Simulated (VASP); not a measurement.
Data:

```
CELL_PARAMETERS angstrom
      2.87029     0.00000     0.00000
      0.00000     2.87029     0.00000
      0.00000     0.00000     4.11855
ATOMIC_POSITIONS crystal
  Ta 0.50000 0.50000 0.50000
  Au 0.00000 0.00000 0.00000
```

The numbers are results of PBEsol GGA, VASP's PBE PAW potentials (set 64) (plane waves; VASP 6.6.1), not measurements. Settings: 400 eV cut-off, Gaussian smearing of 0.050 eV, potentials Ta_pv Au.

Unless said otherwise, spin-orbit coupling is left out, though it shifts the bands of the heavy elements here.

Task: Predict the band gap (along the path) with the smallest direct gap where there is one.

Result: 
```json
{
 "band gap (along the path)": "none (metal, semimetal or under 0.01 eV)"
}
```

The absolute energy has meaning only against runs of the same code, potentials and settings.

The structure comes from a computed database's TaAu entry (P4/mmm); how it stands against other phases isn't given here. It was relaxed first.
